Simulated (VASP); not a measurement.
Input:

```
MnSi
1.0
    3.23298     0.00000     0.00000
   -1.61649     2.79984     0.00000
    0.00000     0.00000     3.15522
Mn Si
1 1
Direct
  0.00000   0.00000   0.00000
  0.66667   0.33333   0.50000
```
Starting moments (μB, in the order of the record's atoms Mn Si): 4.0 0.0.

Calculation: PBEsol GGA, VASP's PBE PAW potentials (set 64) (plane waves; VASP 6.6.1). Run with 400 eV cut-off, 12×12×10 Γ-centred mesh, first-order Methfessel-Paxton smearing of 0.10 eV, potentials Mn_pv Si.

Energy and stress use the plane-wave basis of the starting cell. The moments were started parallel, and other spin orders were not tried in this run.

**Question.** The ions, cell shape and volume are relaxed. Give the cell that the relaxation ends in.

**Answer.** 
```
MnSi
1.0
    2.71416     0.00000     0.00000
   -1.35708     2.35053     0.00000
    0.00000     0.00000     3.51375
Mn Si
1 1
Direct
  0.00000   0.00000   0.00000
  0.66667   0.33333   0.50000
```
Space group P-6m2 (187), at a tolerance of 0.03 Å. The cell ends with 0.00 μB, on the sites 0.00 0.00 μB.

**Question.** How do energy and volume change from the first to the last step?

**Answer.** The energy (σ→0) changes by -335.5 meV/atom and the volume by -21.5 %, in 22 ionic steps.

| step | E(σ→0) (eV) | max force (eV/Å) | pressure (GPa) | volume (Å³) |
|---|---|---|---|---|
| 1 | -15.5895 | 0.000 | -26.66 | 28.56 |
| 2 | -15.5107 | 0.000 | 54.48 | 19.82 |
| 3 | -16.0691 | 0.000 | -1.48 | 23.81 |
| 4 | -16.0697 | 0.000 | -0.02 | 23.67 |
| 5 | -16.1063 | 0.000 | 0.38 | 23.42 |
| 6 | -16.1144 | 0.000 | 1.11 | 23.23 |
| 7 | -16.1402 | 0.000 | 3.02 | 22.83 |
| 8 | -16.2240 | 0.000 | 8.03 | 21.91 |
| 9 | -15.7241 | 0.000 | 34.12 | 19.67 |
| 10 | -16.2310 | 0.000 | 9.44 | 21.69 |
| 11 | -16.2244 | 0.000 | 11.80 | 21.39 |
| 12 | -16.2380 | 0.000 | 6.78 | 21.69 |
| 13 | -16.2380 | 0.000 | 6.59 | 21.70 |
| 14 | -16.2486 | 0.000 | 4.52 | 21.90 |
| 15 | -16.2601 | 0.000 | -0.10 | 22.39 |
| 16 | -16.2602 | 0.000 | -0.30 | 22.43 |
| 17 | -16.2602 | 0.000 | -0.56 | 22.46 |
| 18 | -16.2604 | 0.000 | -0.32 | 22.45 |
| 19 | -16.2605 | 0.000 | -0.13 | 22.43 |
| 20 | -16.2605 | 0.000 | -0.42 | 22.43 |
| 21 | -16.2604 | 0.000 | 0.28 | 22.40 |
| 22 | -16.2605 | 0.000 | -0.04 | 22.42 |

The structure was generated: MnSi was put into the WC type (P-6m2), which need not be its known phase. This run relaxes it. Symmetry was kept, so distortions that lower it aren't found.
